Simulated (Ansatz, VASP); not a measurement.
# BN: VASP beside Ansatz, part 4 of 4

Wanted: the spread between two codes on one cell, functional and k mesh. The cell is taken from a series of runs on this material, whose earlier steps may have relaxed, scaled, displaced or heated it; both programs get it as it stands.

VASP 6.6.1 and Ansatz 0.2.0.

So far: Ansatz: zone-centre phonons, LDA, pair 1; VASP: zone-centre phonons, LDA, pair 1; Comparison; VASP: zone-centre phonons, LDA, pair 2; Ansatz: zone-centre phonons, LDA, pair 2; Side by side.

### Step 8. Ansatz: zone-centre phonons, LDA, pair 3

Level of this step: Ansatz beside VASP: Kohn-Sham DFT, plane waves, LDA (Ansatz).

Second derivatives magnify differences that forces hide, and they need a tight electronic threshold. The cell compared in this pair holds 35.36 Å³, against 34.83 Å³ for the pair before.

The cell is taken from a series of runs on this material, whose earlier steps may have relaxed, scaled, displaced or heated it; both programs get it as it stands.

input.yaml reads:

```yaml
crystal:
  lattice:
    - [2.4897374011, 0.0, 0.0]
    - [-1.2448687005, 2.1561758381, 0.0]
    - [0.0, 0.0, 6.5862004452]
  atoms:
    - { symbol: B, position: [0.3333333333, 0.6666666667, 0.25] }
    - { symbol: B, position: [0.6666666667, 0.3333333333, 0.75] }
    - { symbol: "N", position: [0.3333333333, 0.6666666667, 0.75] }
    - { symbol: "N", position: [0.6666666667, 0.3333333333, 0.25] }
kpoints:
  mp_grid: { grid: [9, 9, 4] }
hamiltonian:
  xc: lda
scf:
  occupations: { method: fixed }
output:
  eigenvalues: true
phonons:
  method: dfpt
  dielectric: true
  rigid_motions: translations
```

On the command line:

```
$ ansatz run input.yaml --threads 4 --pin off --max-ram 7168MiB --backend cpu --events-out ev --progress --plain --runs-dir out
```

Numbers of over 12 decimals in the logs are rounded to 6 here.

Log:

```text
[...]
Crystal: 4 atoms, lattice volume = 35.357 Å³
Basis set: ecut = 420 eV, 677 PW (Γ), exchange–correlation on 36×36×96 points (8 copies of the dense FFT grid, shifted against one another)
Bands: 12, of which v1, the nominal top of the filled ones, is band 8 counted from 1 (7 counted from 0)
Symmetry: 24 space group operations
k-points: 95 of 324 (irreducible under 2 space group operations, time reversal used)
[...]
optical modes at Γ + LO–TO along q̂ = [1.0000, 0.0000, 0.0000]:
      ω (cm⁻¹)  modes    IR ((D/Å)²/amu)
[...]
optical modes at Γ + LO–TO along q̂ = [0.0000, 1.0000, 0.0000]:
      ω (cm⁻¹)  modes    IR ((D/Å)²/amu)
[...]
optical modes at Γ + LO–TO along q̂ = [0.0000, 0.0000, 1.0000]:
      ω (cm⁻¹)  modes    IR ((D/Å)²/amu)
[...]
811.33      1             0.0000
        818.33      1             4.5138
       1383.08      2             0.0000
       1383.20      2           110.7718
[key lines of the parts left out:]
SCF converged after 8 iterations
Free energy (F): -1052.692671 eV
Fermi energy:    4.646293 eV
```

### Step 9. VASP: zone-centre phonons, LDA, pair 3

The same cell, functional (in two slightly different forms) and mesh now go to VASP, with its own data sets.

INCAR reads:

```
SYSTEM = BN
PREC = Accurate
ENCUT = 600
EDIFF = 1E-08
NELM = 120
ISMEAR = 0
SIGMA = 0.01
LREAL = .FALSE.
ALGO = Normal
GGA = CA
NBANDS = 14
LORBIT = 11
LWAVE = .FALSE.
LCHARG = .FALSE.
ISIF = 2
IBRION = 8
LEPSILON = .TRUE.
LASPH = .TRUE.
GGA_COMPAT = .FALSE.
EFERMI = MIDGAP
KPAR = 2
```

POSCAR reads:

```
BN
1.0
    2.4897374011      0.0000000000      0.0000000000
   -1.2448687005      2.1561758381      0.0000000000
    0.0000000000      0.0000000000      6.5862004452
B N
2 2
Direct
    0.3333333333      0.6666666667      0.2500000000
    0.6666666667      0.3333333333      0.7500000000
    0.3333333333      0.6666666667      0.7500000000
    0.6666666667      0.3333333333      0.2500000000
```

KPOINTS reads:

```
Automatic mesh
0
Gamma
9 9 4
0 0 0
```

The projector-augmented-wave data sets are B and N (LDA family, release 64).

On the command line:

```
$ mpirun -np 2 vasp_std
```

Log:

```text
[... set-up lines as in an earlier step ...]
 entering main loop
       N       E                     dE             d eps       ncg     rms          rms(c)
DAV:   1     0.593479579406E+02    0.59348E+02   -0.88663E+03  1008   0.119E+03
DAV:   2    -0.387255170423E+02   -0.98073E+02   -0.88521E+02  1444   0.245E+02
DAV:   3    -0.426360210318E+02   -0.39105E+01   -0.38833E+01  1350   0.485E+01
DAV:   4    -0.426638825355E+02   -0.27862E-01   -0.27857E-01  1170   0.475E+00
[...]
DAV:  12    -0.385847592983E+02    0.52762E-06   -0.72540E-06  1158   0.209E-02    0.121E-03
DAV:  13    -0.385847592860E+02    0.12264E-07   -0.36257E-07  1272   0.447E-03    0.527E-04
DAV:  14    -0.385847592916E+02   -0.55895E-08   -0.36506E-09   888   0.522E-04
   1 F= -.38584759E+02 E0= -.38584759E+02  d E =0.000000E+00
 Linear response reoptimize wavefunctions to high precision
DAV:   1    -0.385847592916E+02   -0.44565E-10   -0.56746E-10   852   0.207E-04
 Linear response G [H, r] |phi>, progress :
  Direction:   1
       N       E                     dE             d eps       ncg     rms
[...]
RMM:  14    -0.232909965711E+00   -0.68365E-08    0.25791E-06  3293   0.342E-05    0.380E-08
 first order change of Fermi-energy   0.17549E-03
 force on displaced ion       3 direction 1 : -42.863   0.003   0.000
 Born effective charge ion    3 direction 1 :  -2.703   0.001   0.000
 Linear response progress:
  Degree of freedom:   4/  4
       N       E                     dE             d eps       ncg     rms          rms(c)
RMM:   1    -0.263852975344E+00   -0.26385E+00    0.15301E-01  2183   0.296E+00
RMM:   2    -0.264155678409E+00   -0.30270E-03   -0.13034E-03  1878   0.262E-01    0.196E-01
RMM:   3    -0.264300573701E+00   -0.14490E-03   -0.15647E-03  1802   0.227E-01    0.868E-02
RMM:   4    -0.265309456951E+00   -0.10089E-02   -0.70326E-04  1838   0.151E-01    0.144E-02
[...]
RMM:   9    -0.265338356128E+00   -0.29611E-06    0.29084E-08  2025   0.543E-05    0.919E-06
RMM:  10    -0.265338429625E+00   -0.73497E-07   -0.29030E-09  2189   0.329E-05    0.936E-07
RMM:  11    -0.265338430917E+00   -0.12924E-08   -0.72719E-09  1610   0.240E-05    0.384E-07
 first order change of Fermi-energy   0.23732E-04
 force on displaced ion       3 direction 3 :   0.000  -0.000 -14.009
 Born effective charge ion    3 direction 3 :   0.000   0.000  -0.776
 Born effective charges drift removed
 Linear response finished
```

From OUTCAR (step 9):

```text
  Total        0.0365083      0.0365083     -0.1349099      0.0000000      0.0000000      0.0000000
  in kB        1.6543562      1.6543562     -6.1133863      0.0000000      0.0000000      0.0000000
  external PRESSURE =      -0.9348913 kB  Pullay stress =       0.0000000 kB

 POSITION                                       TOTAL-FORCE (eV/Angst)
 -----------------------------------------------------------------------------------
     -0.00000      1.43745      1.64655         0.000000      0.000000      0.000000
      1.24487      0.71873      4.93965        -0.000000     -0.000000      0.000000
     -0.00000      1.43745      4.93965         0.000000      0.000000      0.000000
      1.24487      0.71873      1.64655        -0.000000     -0.000000      0.000000
 -----------------------------------------------------------------------------------
    total drift:                                0.000000     -0.000000      0.000000

 MACROSCOPIC STATIC DIELECTRIC TENSOR (including local field effects in DFT)
 ------------------------------------------------------
           4.854077     0.000000     0.000000
           0.000000     4.854077     0.000000
           0.000000     0.000000     2.785711
 ------------------------------------------------------

 MACROSCOPIC STATIC DIELECTRIC TENSOR IONIC CONTRIBUTION
 ------------------------------------------------------
           1.746774     0.000000    -0.000000
           0.000000     1.746774    -0.000000
          -0.000000    -0.000000     0.480544
 ------------------------------------------------------

[... 1 part as in an earlier step ...]

[... 1 further part left out ...]
```

### Step 10. Side by side

Both answers:

| quantity | Ansatz | VASP | difference |
| --- | --- | --- | --- |
| ε∞ xx | 4.85 | 4.85 | -0.17 % |
| ε∞ yy | 4.85 | 4.85 | -0.17 % |
| ε∞ zz | 2.78 | 2.79 | -0.16 % |
| Born charge of B1 (mean of the diagonal) (e) | 2.06 | 2.06 | 0.00 |
| Born charge of N3 (mean of the diagonal) (e) | -2.06 | -2.06 | 0.00 |
| optical mode 1 to 2 (cm⁻¹) | 46.3 | 45.0 | +1.3 |
| optical mode 3 (cm⁻¹) | 101.0 | 99.4 | +1.59 % |
| optical mode 4 (cm⁻¹) | 756.1 | 756.0 | +0.02 % |
| optical mode 5 (cm⁻¹) | 811.3 | 811.6 | -0.03 % |
| optical mode 6 to 9 (cm⁻¹) | 1383.1 | 1381.3 | +0.13 % |

Modes are paired by rising frequency, not by their patterns, so a pair may set unlike modes beside each other; they are those without the splitting of longitudinal modes.

### Step 11. Summary of results

| Quantity | Value |
| --- | --- |
| r.m.s. difference of the optical zone-centre modes, each program's sorted by frequency (zone-centre phonons, LDA, pair 1) | 1.7 cm⁻¹ |
| difference in optical mode 1 to 2 (zone-centre phonons, LDA, pair 1) | +2.7 % |
| r.m.s. difference of the optical zone-centre modes, each program's sorted by frequency (zone-centre phonons, LDA, pair 2) | 1.5 cm⁻¹ |
| difference in optical mode 3 (zone-centre phonons, LDA, pair 2) | +2.0 % |
| r.m.s. difference of the optical zone-centre modes, each program's sorted by frequency (zone-centre phonons, LDA, pair 3) | 1.4 cm⁻¹ |
| difference in optical mode 3 (zone-centre phonons, LDA, pair 3) | +1.6 % |

What this shows: The r.m.s. difference of the optical zone-centre modes, each program's sorted by frequency is 1.7 cm⁻¹ (zone-centre phonons, LDA, pair 1). Among the rows given in per cent, the largest difference of the zone-centre phonons, LDA, pair 1 pair is in optical mode 1 to 2, +2.7 %. Among the rows given in per cent, the largest difference of the zone-centre phonons, LDA, pair 2 pair is in optical mode 3, +2.0 %. Among the rows given in per cent, the largest difference of the zone-centre phonons, LDA, pair 3 pair is in optical mode 3, +1.6 %. 3 further runs of this series are not shown here. Such differences can come from data sets, numerical settings and the points named under the comparisons, not from the functional's error against experiment.

[Lines on the potential files, build, host, timing and source positions are cut from VASP's logs without a mark.]

[Logs are printed without paths, hosts, clocks, repeated set-up lines and the standing remarks that a program may print on its own settings, such as how far it seeks lower states.]

[Hosts, paths, dates, database ids (printed as entryN), source tags and the programs' standing remarks are cut or masked in the printed files.]
